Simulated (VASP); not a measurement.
Calculation: PBE GGA, VASP's PBE PAW potentials (set 64) (plane waves; VASP 6.6.1).

The input files of a VASP run:

File POSCAR:
```
Ge
1
    0.0000000000     2.9025130000     2.9025130000
    2.9025130000     0.0000000000     2.9025130000
    2.9025130000     2.9025130000     0.0000000000
Ge
2
Direct
  0.0000000000   0.0000000000   0.0000000000
  0.2500000000   0.2500000000   0.2500000000
```

INCAR:
```
ALGO = Normal
EDIFF = 1E-8
ENCUT = 500
GGA = PE
ISMEAR = 0
LASPH = .TRUE.
LCHARG = .FALSE.
LREAL = .FALSE.
LWAVE = .TRUE.
NELM = 100
PREC = Normal
SIGMA = 0.01
SYSTEM = Ge
```

KPOINTS:
```
Automatic mesh
0
Gamma
4 4 4
0 0 0
```

POTCAR, in this order: Ge_d_GW (PBE.64 set). Program: vasp_std.

Predict the energy per atom (σ→0), band gap (on the k-mesh).

```yaml
energy per atom (σ→0): -4.389 eV/atom
band gap (on the k-mesh): none (metal, semimetal or under 0.01 eV)
```

### OSZICAR
```
...
DAV:   9    -0.877770161304E+01   -0.68287E-03   -0.69964E-04   366   0.175E-01    0.115E-02
DAV:  10    -0.877773701501E+01   -0.35402E-04   -0.53405E-05   352   0.822E-02    0.575E-03
DAV:  11    -0.877774041570E+01   -0.34007E-05   -0.39150E-06   374   0.253E-02    0.205E-03
DAV:  12    -0.877774122345E+01   -0.80775E-06   -0.74562E-07   320   0.756E-03    0.358E-04
DAV:  13    -0.877774116824E+01    0.55211E-07   -0.33914E-08   294   0.172E-03    0.318E-04
DAV:  14    -0.877774117915E+01   -0.10905E-07   -0.38632E-09   204   0.929E-04    0.248E-05
DAV:  15    -0.877774118151E+01   -0.23620E-08   -0.48301E-10   156   0.556E-04
   1 F= -.87777412E+01 E0= -.87775649E+01  d E =-.352618E-03
```

The compound is Ge in the diamond structure. This cell is one point of a volume scan, at 1.08 of the reference volume. The k-mesh is coarse (spacing up to 0.47 per Å, 2π included), so the numbers may not be converged in it.
